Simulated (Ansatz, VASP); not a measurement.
# MnO (Manganosite): VASP beside Ansatz, part 2 of 2

One calculation is typed for both programs; each brings its own data sets. How far apart do they land? The cell is taken from a series of runs on this material, whose earlier steps may have relaxed, scaled, displaced or heated it; both programs get it as it stands.

VASP 6.6.1 and Ansatz 0.2.0.

So far: Set-up; Ansatz: relaxation of cell and atoms, r2SCAN.

## 3. VASP: relaxation of cell and atoms, r2SCAN

Level of this step: r2SCAN, spin-polarised from a ferromagnetic start; plane waves and PAW (Mn_pv, O) (VASP).

The same cell, functional, mesh and smearing now go to VASP, with its own data sets.

Lines of VASP's logs that name or quote its potential files are left out, and so is its time.

Input file INCAR:

```
SYSTEM = MnO
PREC = Accurate
ENCUT = 660
EDIFF = 1E-07
NELM = 200
ISMEAR = -1
SIGMA = 0.05
LREAL = .FALSE.
ALGO = Normal
METAGGA = R2SCAN
LASPH = .TRUE.
NBANDS = 19
ISPIN = 2
MAGMOM = 4.27 0.26
LMAXMIX = 4
LORBIT = 11
LWAVE = .FALSE.
LCHARG = .FALSE.
ISIF = 3
IBRION = 2
NSW = 80
EDIFFG = -0.005
GGA_COMPAT = .FALSE.
NELMIN = 4
LMIXTAU = .TRUE.
```

Input file POSCAR:

```
MnO
1.0
    0.0000000000      2.2230000000      2.2230000000
    2.2230000000      0.0000000000      2.2230000000
    2.2230000000      2.2230000000      0.0000000000
Mn O
1 1
Direct
    0.0000000000      0.0000000000      0.0000000000
    0.5000000000      0.5000000000      0.5000000000
```

Input file KPOINTS:

```
Automatic mesh
0
Gamma
10 10 10
0 0 0
```

PAW data sets: Mn_pv and O (PBE family, release 64).

Launch:

```sh
mpirun -np 1 vasp_std
```

Numbers of over 12 decimals in the logs are rounded to 6 here.

What it wrote:

```text
[banner, memory and clock lines left out]
running    1 mpi-ranks, on    1 nodes
 distrk:  each k-point on    1 cores,    1 groups
 distr:  one band on    1 cores,    1 groups

 POSCAR found type information on POSCAR MnO
 POSCAR found :  2 types and       2 ions
|                                                                             |
|               ----> ADVICE to this user running VASP <----                  |
|                                                                             |
|     You enforced a specific xc type in the INCAR file but a different       |
|     [... a line on the potential file left out ...]
|     I HOPE YOU KNOW WHAT YOU ARE DOING!                                     |
|                                                                             |

 LDA part: xc-table for (None), standard interpolation
 POSCAR, INCAR and KPOINTS ok, starting setup
 FFT: planning ... GRIDC
 FFT: planning ... GRID_SOFT
 FFT: planning ... GRID
 WAVECAR not read
 entering main loop
       N       E                     dE             d eps       ncg     rms          rms(c)
DAV:   1     0.182554008666E+03    0.18255E+03   -0.12380E+04  3572   0.143E+03
DAV:   2    -0.206308457165E+02   -0.20318E+03   -0.18880E+03  3685   0.379E+02
DAV:   3    -0.307521763761E+02   -0.10121E+02   -0.10013E+02  3960   0.907E+01
DAV:   4    -0.308407746296E+02   -0.88598E-01   -0.88569E-01  3986   0.860E+00
DAV:   5    -0.308416447881E+02   -0.87016E-03   -0.87014E-03  3988   0.880E-01    0.135E+01
DAV:   6    -0.241645945736E+02    0.66771E+01   -0.10809E+01  3934   0.410E+01    0.165E+01
DAV:   7    -0.243612879743E+02   -0.19669E+00   -0.13460E+00  3866   0.132E+01    0.102E+01
DAV:   8    -0.244979786784E+02   -0.13669E+00   -0.20289E-01  3820   0.561E+00    0.557E+00
DAV:   9    -0.244902584767E+02    0.77202E-02   -0.78744E-02  3962   0.344E+00    0.560E-01
DAV:  10    -0.244925934846E+02   -0.23350E-02   -0.23847E-02  4080   0.206E+00    0.224E-01
DAV:  11    -0.244921440622E+02    0.44942E-03   -0.22082E-03  3986   0.433E-01    0.159E-01
DAV:  12    -0.244923026054E+02   -0.15854E-03   -0.51802E-04  3827   0.204E-01    0.399E-02
DAV:  13    -0.244923775208E+02   -0.74915E-04   -0.10664E-04  3815   0.105E-01    0.248E-02
DAV:  14    -0.244923612912E+02    0.16230E-04   -0.24512E-05  3842   0.476E-02    0.145E-02
DAV:  15    -0.244923855372E+02   -0.24246E-04   -0.89630E-06  3758   0.269E-02    0.426E-03
DAV:  16    -0.244923797901E+02    0.57471E-05   -0.76709E-07  3998   0.943E-03    0.105E-03
DAV:  17    -0.244923796480E+02    0.14209E-06   -0.94135E-08  3222   0.272E-03    0.448E-04
DAV:  18    -0.244923785016E+02    0.11464E-05   -0.22795E-08  2542   0.133E-03    0.128E-04
DAV:  19    -0.244923780948E+02    0.40675E-06   -0.99683E-10  1960   0.338E-04    0.346E-05
DAV:  20    -0.244923782011E+02   -0.10624E-06   -0.12575E-10  1906   0.120E-04    0.324E-05
DAV:  21    -0.244923781615E+02    0.39574E-07   -0.21245E-11  1876   0.500E-05
   1 F= -.24492378E+02 E0= -.24492079E+02  d E =-.244924E+02  mag=     4.9978
 curvature:   0.00 expect dE= 0.000E+00 dE for cont linesearch  0.000E+00
 trial: gam= 0.00000 g(F)=  0.447E-59 g(S)=  0.750E-04 ort = 0.000E+00 (trialstep = 0.100E+01)
 search vector abs. value=  0.750E-04
 bond charge predicted
       N       E                     dE             d eps       ncg     rms          rms(c)
DAV:   1    -0.244935891898E+02   -0.12110E-02   -0.18060E-02  3893   0.183E+00    0.321E-01
DAV:   2    -0.244925366455E+02    0.10525E-02   -0.17370E-03  3860   0.572E-01    0.260E-01
DAV:   3    -0.244922529520E+02    0.28369E-03   -0.32022E-04  3901   0.201E-01    0.972E-02
DAV:   4    -0.244922673208E+02   -0.14369E-04   -0.16867E-05  3794   0.364E-02    0.512E-02
DAV:   5    -0.244923366074E+02   -0.69287E-04   -0.95795E-06  3845   0.338E-02    0.108E-02
DAV:   6    -0.244923231722E+02    0.13435E-04   -0.29141E-06  4063   0.228E-02    0.582E-03
DAV:   7    -0.244923257497E+02   -0.25775E-05   -0.22210E-07  3847   0.463E-03    0.100E-03
DAV:   8    -0.244923249761E+02    0.77355E-06   -0.21204E-08  2041   0.137E-03    0.672E-04
DAV:   9    -0.244923259307E+02   -0.95455E-06   -0.72899E-09  1930   0.899E-04    0.242E-04
DAV:  10    -0.244923257817E+02    0.14900E-06   -0.11026E-09  1885   0.286E-04    0.405E-05
DAV:  11    -0.244923258032E+02   -0.21539E-07   -0.16808E-10  1867   0.116E-04
   2 F= -.24492326E+02 E0= -.24492049E+02  d E =0.523583E-04  mag=     4.9982
 trial-energy change:    0.000052  1 .order   -0.000014   -0.000075    0.000047
 step:   0.6140(harm=  0.6140)  dis= 0.00000  next Energy=   -24.492401 (dE=-0.230E-04)
 bond charge predicted
       N       E                     dE             d eps       ncg     rms          rms(c)
DAV:   1    -0.244925131777E+02   -0.18740E-03   -0.26884E-03  3896   0.704E-01    0.124E-01
DAV:   2    -0.244922731215E+02    0.24006E-03   -0.25978E-04  3863   0.220E-01    0.100E-01
DAV:   3    -0.244924006936E+02   -0.12757E-03   -0.48085E-05  3892   0.780E-02    0.375E-02
DAV:   4    -0.244923859366E+02    0.14757E-04   -0.24841E-06  3794   0.140E-02    0.197E-02
DAV:   5    -0.244923554626E+02    0.30474E-04   -0.14166E-06  3833   0.130E-02    0.419E-03
DAV:   6    -0.244923613246E+02   -0.58620E-05   -0.42837E-07  3893   0.874E-03    0.224E-03
DAV:   7    -0.244923603334E+02    0.99122E-06   -0.32279E-08  2011   0.183E-03    0.393E-04
DAV:   8    -0.244923606376E+02   -0.30421E-06   -0.43041E-09  1924   0.634E-04    0.285E-04
DAV:   9    -0.244923602966E+02    0.34095E-06   -0.84091E-10  1867   0.293E-04    0.902E-05
DAV:  10    -0.244923603085E+02   -0.11894E-07   -0.21515E-10  1864   0.149E-04
   3 F= -.24492360E+02 E0= -.24492075E+02  d E =0.178529E-04  mag=     4.9980
 curvature:  -0.31 expect dE=-0.184E-09 dE for cont linesearch -0.184E-09
 trial: gam=-0.00282 g(F)=  0.285E-59 g(S)=  0.599E-09 ort = 0.212E-06 (trialstep = 0.923E+00)
 search vector abs. value=  0.100E-09
 reached required accuracy - stopping structural energy minimisation
```

From OUTCAR (step 3):

```text
ion  position               nearest neighbor table
   1  0.000  0.000  0.000-   2 2.22   2 2.22   2 2.22   2 2.22   2 2.22   2 2.22
   2  0.500  0.500  0.500-   1 2.22   1 2.22   1 2.22   1 2.22   1 2.22   1 2.22

  LATTYP: Found a face centered cubic cell.
 ALAT       =     4.4460000000

 Subroutine GETGRP returns: Found 48 space group operations
 (whereof 48 operations were pure point group operations)

The static configuration has the point symmetry O_h .

 Found     47 irreducible k-points:

   k-points           NKPTS =     47   k-points in BZ     NKDIM =     47   number of bands    NBANDS=     19

   dimension x,y,z NGX =    28 NGY =   28 NGZ =   28
   dimension x,y,z NGXF=    56 NGYF=   56 NGZF=   56

   ENCUT  =  660.0 eV  48.51 Ry    6.96 a.u.   6.59  6.59  6.59*2*pi/ulx,y,z

   NELECT =      19.0000    total number of electrons

 k-points in reciprocal lattice and weights: Automatic mesh
   0.00000000  0.00000000  0.00000000       0.001
   0.10000000  0.00000000  0.00000000       0.008
   0.20000000  0.00000000  0.00000000       0.008
   0.30000000  0.00000000  0.00000000       0.008
   0.40000000  0.00000000  0.00000000       0.008
   0.50000000  0.00000000  0.00000000       0.004
   0.10000000  0.10000000  0.00000000       0.006
   0.20000000  0.10000000  0.00000000       0.024
   0.30000000  0.10000000  0.00000000       0.024
[...]
-0.30000000  0.40000000  0.20000000       0.024
  -0.30000000  0.50000000  0.20000000       0.012

 average (electrostatic) potential at core
       1 -72.4372       2 -72.3042

 E-fermi :   7.4227

 spin component 1
 k-point     1 :       0.0000    0.0000    0.0000
  band No.  band energies     occupation
    ...
      9       3.7496      1.00000
     10       3.7496      1.00000
     11       4.2394      1.00000
     12       4.2394      1.00000
     13       7.2011      0.98825
     14      22.0118      0.00000
     15      24.3236      0.00000
     16      24.3236      0.00000
     17      24.3236      0.00000
     18      27.9220      0.00000
    ...

 k-point     2 :       0.1000    0.0000    0.0000
  band No.  band energies     occupation
    ...
      8       3.8656      1.00000
      9       3.8656      1.00000
     10       4.0704      1.00000
     11       4.8860      1.00000
     12       4.8860      1.00000
     13       7.8855      0.00010
     14      20.8433      0.00000
     15      23.9850      0.00000
     16      23.9850      0.00000
     17      24.6257      0.00000
    ...

 k-point     3 :       0.2000    0.0000    0.0000
  band No.  band energies     occupation
    ...
      8       4.0612      1.00000
      9       4.0612      1.00000
     10       4.3340      1.00000
     11       5.7807      1.00000
     12       5.7807      1.00000
     13       9.2255      0.00000
     14      18.8112      0.00000
     15      22.7915      0.00000
     16      22.7915      0.00000
     17      25.0626      0.00000
    ...

 k-point     4 :       0.3000    0.0000    0.0000
  band No.  band energies     occupation
    ...
      8       4.3081      1.00000
      9       4.3081      1.00000
     10       4.6488      1.00000
     11       6.5588      1.00000
     12       6.5588      1.00000
     13      10.4732      0.00000
     14      17.0185      0.00000
     15      21.3504      0.00000
     16      21.3504      0.00000
     17      25.5756      0.00000
    ...

 k-point     5 :       0.4000    0.0000    0.0000
  band No.  band energies     occupation
    ...
      8       4.5160      1.00000
      9       4.5160      1.00000
     10       4.9652      1.00000
     11       7.0954      0.99857
     12       7.0954      0.99857
     13      11.1936      0.00000
     14      15.9601      0.00000
     15      20.2956      0.00000
     16      20.2956      0.00000
     17      26.1683      0.00000
    ...

 k-point     6 :       0.5000    0.0000    0.0000
  band No.  band energies     occupation
    ...
      8       4.5977      1.00000
      9       4.5977      1.00000
     10       5.1086      1.00000
     11       7.2891      0.93530
     12       7.2891      0.93530
     13      11.3582      0.00000
     14      15.6792      0.00000
     15      19.9124      0.00000
     16      19.9124      0.00000
     17      26.5309      0.00000
    ...

  Total        0.0000910      0.0000910      0.0000910     -0.0000000      0.0000000      0.0000000
  in kB        0.0066234      0.0066234      0.0066234     -0.0000000      0.0000000      0.0000000
  external PRESSURE =       0.0066234 kB  Pullay stress =       0.0000000 kB

  energy-cutoff  :      660.00
  volume of cell :       22.00
      direct lattice vectors                 reciprocal lattice vectors
    -0.000000000  2.224059534  2.224059534    -0.224814126  0.224814126  0.224814126
     2.224059534  0.000000000  2.224059534     0.224814126 -0.224814126  0.224814126
     2.224059534  2.224059534 -0.000000000     0.224814126  0.224814126 -0.224814126

 POSITION                                       TOTAL-FORCE (eV/Angst)
 -----------------------------------------------------------------------------------
      0.00000      0.00000      0.00000         0.000000     -0.000000     -0.000000
      2.22406      2.22406      2.22406        -0.000000      0.000000      0.000000
 -----------------------------------------------------------------------------------
    total drift:                                0.000000      0.000000      0.000000

  FREE ENERGIE OF THE ION-ELECTRON SYSTEM (eV)
  ---------------------------------------------------
  free  energy   TOTEN  =       -24.4923603085 eV

  energy  without entropy=      -24.4917897314  energy(sigma->0) =      -24.49207502

 reached required accuracy - stopping structural energy minimisation

 total charge
# of ion       s       p       d       tot
------------------------------------------
    1        0.207   6.171   4.961  11.340
    2        1.555   3.473   0.000   5.028
--------------------------------------------------
tot          1.762   9.644   4.961  16.367

 magnetization (x)
# of ion       s       p       d       tot
------------------------------------------
    1        0.028   0.022   4.493   4.543
    2        0.032   0.201   0.000   0.232
--------------------------------------------------
tot          0.060   0.223   4.493   4.775

[... 6 further parts left out ...]
```

The cell holds one magnetic atom, so no antiferromagnetic order fits into it. Oxides and halides of Mn are often magnetic insulators, and a metal at this level, without U or exact exchange, may be an artefact.

## 4. Side by side

Known differences besides the potentials themselves: VASP starts from the moments at which Ansatz ended; VASP keeps PBE cores, Ansatz makes them for the functional; the data sets hold 21 valence electrons in Ansatz (on its default PAW (the set named soft_2) files) and 19 in VASP; the cutoff is 500 eV in Ansatz and 660 eV in VASP; Ansatz adds a Pulay correction to the stress that steers its cell, VASP none; site moments are counted in spheres of each program's own size. Total energies have different zeros and are not compared.

The two programs side by side:

| quantity | Ansatz | VASP | difference |
| --- | --- | --- | --- |
| volume (Å³) | 22.03 | 22.00 | +0.14 % |
| edge a after relaxation, in the typed setting (Å) | 3.147 | 3.145 | +0.04 % |
| total moment (μB) | 5.00 | 5.00 | 0.00 |
| moment on Mn1 (μB) | 4.27 | 4.54 | -0.28 |
| moment on O2 (μB) | 0.26 | 0.23 | +0.03 |

## 5. Outcome

| Property | Result |
| --- | --- |
| difference in volume (relaxation of cell and atoms, r2SCAN) | 0.14 % |

**Reading.** The difference in volume is 0.14 % (relaxation of cell and atoms, r2SCAN), within the 1.2 % picked in this series as the mark of a large difference, as far as the stopping tolerances let one tell. The data sets hold unlike numbers of valence electrons (21 in Ansatz and 19 in VASP), so part of the differences comes from the potentials. How closely two codes agree says nothing of how well the functional describes the real material.

[Lines on the potential files, build, host, timing and source positions are cut from VASP's logs without a mark.]

[Logs are printed without paths, hosts, clocks, repeated set-up lines and the standing remarks that a program may print on its own settings, such as how far it seeks lower states.]

[Hosts, paths, dates, database ids (printed as entryN), source tags and the programs' standing remarks are cut or masked in the printed files.]
